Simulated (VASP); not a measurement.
Crystal: NaScSe2.

```
Na Se Sc
1.0
     4.02473    0.00000    0.00000
     0.00000    4.02473    0.00000
     0.00000    0.00000    5.46237
Na Se Sc
1 2 1
Direct
  0.00000 0.00000 0.00000
  0.00000 0.00000 0.50000
  0.50000 0.50000 0.00000
  0.50000 0.50000 0.50000
```

The cell was built by a generator and needn't be a form met in nature.

```yaml
Program: VASP 6.6.1
Task: relaxation of cell and atoms
Functional: PBEsol
Potentials_or_basis: VASP PAW PBE potentials, release 64 (Na_pv, Se, Sc_sv)
Cutoff: 600 eV
k_mesh: 6 × 6 × 4
Occupations: fermi-dirac, width 0.02 eV
Spin: no spin polarisation
```

At the start: pressure -2.3 GPa; volume 22.12 Å³/atom.

Problem. Where does the relaxation end?

Solution. Over 5 steps the energy falls by 6.7 meV/atom and the volume is 21.23 Å³/atom (-4.0 %); space group P4/mmm (No. 123, to 0.05 Å).

Step by step:
| step | energy change (eV) | largest force (eV/Å) | pressure (GPa) | volume (Å³) |
| --- | --- | --- | --- | --- |
| 1 | 0.0000 | 0.0000 | -2.33 | 88.48 |
| 2 | -0.0252 | 0.0000 | 0.45 | 84.43 |
| 3 | -0.0260 | 0.0000 | 0.00 | 85.02 |
| 4 | -0.0268 | 0.0000 | 0.00 | 84.92 |
| 5 | -0.0269 | 0.0000 | 0.03 | 84.90 |

Final structure:
```cif
data_structure
_symmetry_space_group_name_H-M 'P 1'
_symmetry_Int_Tables_number 1
_cell_length_a 3.9618
_cell_length_b 3.9618
_cell_length_c 5.4094
_cell_angle_alpha 90.000
_cell_angle_beta 90.000
_cell_angle_gamma 90.000
_cell_volume 84.90
loop_
_atom_site_label
_atom_site_type_symbol
_atom_site_fract_x
_atom_site_fract_y
_atom_site_fract_z
_atom_site_occupancy
Na1 Na 0.00000 0.00000 0.00000 1
Se1 Se 0.00000 0.00000 0.50000 1
Se2 Se 0.50000 0.50000 0.00000 1
Sc1 Sc 0.50000 0.50000 0.50000 1
```

Caveat: the PAW data sets were made with another functional, which shifts forces and pressure a little.
